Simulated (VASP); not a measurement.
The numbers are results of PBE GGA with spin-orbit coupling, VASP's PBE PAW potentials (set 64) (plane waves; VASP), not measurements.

The input files of a VASP run:

**POSCAR**
```
In2W
1
    0.0000000000     4.2934330000     4.2934330000
    4.2934330000     0.0000000000     4.2934330000
    4.2934330000     4.2934330000     0.0000000000
In W
4 2
Direct
  0.1250000000   0.1250000000   0.1250000000
  0.6250000000   0.1250000000   0.1250000000
  0.1250000000   0.6250000000   0.1250000000
  0.1250000000   0.1250000000   0.6250000000
  0.7500000000   0.7500000000   0.7500000000
  0.5000000000   0.5000000000   0.5000000000
```

INCAR:
```
SYSTEM = In2W
PREC = Accurate; ENCUT = 300; LREAL = F
LASPH = T
EDIFF = 1E-6; NELM = 100; ALGO = Normal
LMAXMIX = 6
ISMEAR = 0; SIGMA = 0.05
GGA = PE; GGA_COMPAT = F
MAGMOM = 18*0.0; LSORBIT = T; LNONCOLLINEAR = T
ISIF = 2
LWAVE = F; LCHARG = F; LORBIT = 11
```

**KPOINTS**
```
Automatic mesh
0
G
 3 3 3
```

POTCAR, in this order: In_d W_sv (PBE.64 set). Program: vasp_ncl.

Output

### OSZICAR
```
       N       E                     dE             d eps       ncg     rms          rms(c)
DAV:   1     0.854367924824E+03    0.85437E+03   -0.29909E+04   808   0.154E+03
DAV:   2     0.778084807826E+02   -0.77656E+03   -0.76066E+03   768   0.513E+02
DAV:   3    -0.223756114234E+02   -0.10018E+03   -0.95153E+02   848   0.200E+02
DAV:   4    -0.304779290695E+02   -0.81023E+01   -0.76295E+01   992   0.517E+01
DAV:   5    -0.308580778667E+02   -0.38015E+00   -0.36532E+00  1096   0.886E+00    0.125E+01
DAV:   6    -0.298498331511E+02    0.10082E+01   -0.26982E+01   968   0.144E+01    0.719E+00
DAV:   7    -0.281622549705E+02    0.16876E+01   -0.64591E+00   984   0.101E+01    0.368E+00
DAV:   8    -0.281136075070E+02    0.48647E-01   -0.84430E-01   928   0.386E+00    0.101E+00
DAV:   9    -0.281025737230E+02    0.11034E-01   -0.50715E-02  1048   0.122E+00    0.661E-01
DAV:  10    -0.281024462084E+02    0.12751E-03   -0.42165E-03  1080   0.446E-01    0.394E-01
DAV:  11    -0.281023048816E+02    0.14133E-03   -0.14855E-03   936   0.246E-01    0.112E-01
DAV:  12    -0.281021387856E+02    0.16610E-03   -0.51879E-04  1016   0.155E-01    0.243E-02
DAV:  13    -0.281021390509E+02   -0.26528E-06   -0.47245E-05  1072   0.363E-02    0.131E-02
DAV:  14    -0.281021405593E+02   -0.15084E-05   -0.42175E-06   904   0.146E-02    0.740E-03
DAV:  15    -0.281021401474E+02    0.41194E-06   -0.67663E-07   536   0.488E-03
   1 F= -.28102140E+02 E0= -.28092107E+02  d E =-.200663E-01  mag=     0.0000    -0.0000    -0.0000
```

OUTCAR:
```
------------------------ aborting loop because EDIFF is reached ----------------------------------------
  FORCE on cell =-STRESS in cart. coord.  units (eV):
  Direction    XX          YY          ZZ          XY          YZ          ZX
  --------------------------------------------------------------------------------------
  Total      -13.0817798    -13.0817798    -13.0817798     -0.0000000     -0.0000000      0.0000000
  in kB     -132.4138315   -132.4138315   -132.4138315     -0.0000000     -0.0000000      0.0000000
  external PRESSURE =    -132.4138315 kB  Pullay stress =       0.0000000 kB
  volume of cell :      158.29
      direct lattice vectors                 reciprocal lattice vectors
     0.000000000  4.293433000  4.293433000    -0.116456924  0.116456924  0.116456924
     4.293433000  0.000000000  4.293433000     0.116456924 -0.116456924  0.116456924
     4.293433000  4.293433000  0.000000000     0.116456924  0.116456924 -0.116456924
 POSITION                                       TOTAL-FORCE (eV/Angst)
 -----------------------------------------------------------------------------------
      1.07336      1.07336      1.07336         0.000000      0.000000      0.000000
      1.07336      3.22007      3.22007         0.000000      0.000000      0.000000
      3.22007      1.07336      3.22007         0.000000     -0.000000      0.000000
      3.22007      3.22007      1.07336         0.000000     -0.000000      0.000000
      6.44015      6.44015      6.44015        -0.000000      0.000000     -0.000000
      4.29343      4.29343      4.29343         0.000000     -0.000000      0.000000
 -----------------------------------------------------------------------------------
    total drift:                                0.000000      0.000000      0.000000
  FREE ENERGIE OF THE ION-ELECTRON SYSTEM (eV)
  ---------------------------------------------------
  free  energy   TOTEN  =       -28.1021401474 eV

  energy  without entropy=      -28.0820738848  energy(sigma->0) =      -28.09210702

 total charge

# of ion       s       p       d       tot
------------------------------------------
    1        0.888   0.596   9.859  11.343
    2        0.888   0.596   9.859  11.343
    3        0.888   0.596   9.859  11.343
    4        0.888   0.596   9.859  11.343
    5        2.305   6.034   3.153  11.492
    6        2.305   6.034   3.153  11.492
--------------------------------------------------
tot          8.161  14.452  45.743  68.355

 magnetization (x)

# of ion       s       p       d       tot
------------------------------------------
    1        0.000  -0.000  -0.000  -0.000
    2       -0.000  -0.000  -0.000  -0.000
    3       -0.000   0.000   0.000  -0.000
    4       -0.000   0.000  -0.000  -0.000
    5       -0.000   0.000   0.000   0.000
    6       -0.000   0.000  -0.000  -0.000
--------------------------------------------------
tot         -0.000   0.000  -0.000  -0.000

 magnetization (y)

# of ion       s       p       d       tot
------------------------------------------
    1        0.000  -0.000   0.000  -0.000
    2        0.000   0.000   0.000   0.000
    3        0.000  -0.000   0.000   0.000
    4        0.000  -0.000   0.000  -0.000
    5       -0.000   0.000  -0.000  -0.000
    6        0.000   0.000  -0.000  -0.000
--------------------------------------------------
tot         -0.000   0.000  -0.000  -0.000

 magnetization (z)

# of ion       s       p       d       tot
------------------------------------------
    1        0.000  -0.000   0.000  -0.000
    2        0.000   0.000  -0.000   0.000
    3        0.000   0.000   0.000   0.000
    4       -0.000  -0.000   0.000   0.000
    5        0.000  -0.000  -0.000  -0.000
    6       -0.000  -0.000   0.000   0.000
--------------------------------------------------
tot         -0.000  -0.000   0.000   0.000

 Ion:    1  E_soc:     -0.0741275

 Ion:    2  E_soc:     -0.0741275

 Ion:    3  E_soc:     -0.0741275

 Ion:    4  E_soc:     -0.0741275

 Ion:    5  E_soc:     -1.9297319

 Ion:    6  E_soc:     -1.9297319
```
(Selected blocks of OUTCAR.)

OUTCAR:
```
 val. band max:        6.8714784214   @ k =   0.3333   0.0000   0.0000

 cond. band min:       6.8851414190   @ k =   0.3333   0.0000   0.0000


 Fermi energy:         6.8794883549

 k-point     1 :       0.0000    0.0000    0.0000
  band No.  band energies     occupation
      1     -67.7996      1.00000
      2     -67.7996      1.00000
      3     -67.7987      1.00000
      4     -67.7987      1.00000
      5     -37.8592      1.00000
      6     -37.8592      1.00000
      7     -37.8507      1.00000
      8     -37.8507      1.00000
      9     -29.1140      1.00000
     10     -29.1140      1.00000
     11     -29.1140      1.00000
     12     -29.1140      1.00000
     13     -29.0908      1.00000
     14     -29.0908      1.00000
     15     -29.0908      1.00000
     16     -29.0908      1.00000
     17      -8.6684      1.00000
     18      -8.6684      1.00000
     19      -8.5544      1.00000
     20      -8.5544      1.00000
     21      -8.5544      1.00000
     22      -8.5544      1.00000
     23      -8.4288      1.00000
     24      -8.4288      1.00000
     25      -8.4288      1.00000
     26      -8.4288      1.00000
     27      -8.4258      1.00000
     28      -8.4258      1.00000
     29      -8.3065      1.00000
     30      -8.3065      1.00000
     31      -8.3065      1.00000
     32      -8.3065      1.00000
     33      -7.6550      1.00000
     34      -7.6550      1.00000
     35      -7.6359      1.00000
     36      -7.6359      1.00000
     37      -7.6359      1.00000
     38      -7.6359      1.00000
     39      -7.5617      1.00000
     40      -7.5617      1.00000
     41      -7.5372      1.00000
     42      -7.5372      1.00000
     43      -7.4696      1.00000
     44      -7.4696      1.00000
     45      -7.4696      1.00000
     46      -7.4696      1.00000
     47      -7.3650      1.00000
     48      -7.3650      1.00000
     49      -7.3650      1.00000
     50      -7.3650      1.00000
     51      -7.2645      1.00000
...
```

At this cut-off the stress carries a Pulay error, which pulls relaxed volumes low.

The structure was generated: In2W was put into an ordered model structure, which need not be its known phase. The cell was not relaxed at this level. The k-mesh is coarse (spacing up to 0.42 per Å, 2π included), so the numbers may not be converged in it. The run is one of a series of settings (GGA_COMPAT = .FALSE., LNONCOLLINEAR = .TRUE., LSORBIT = .TRUE., MAGMOM = 0.0 0.0 0.0 0.0 0.0 0.0 0.0 0.0 0.0 0.0 0.0 0.0 0.0 0.0 0.0 0.0 0.0 0.0, program vasp_ncl against the base run), some of them coarse on purpose.
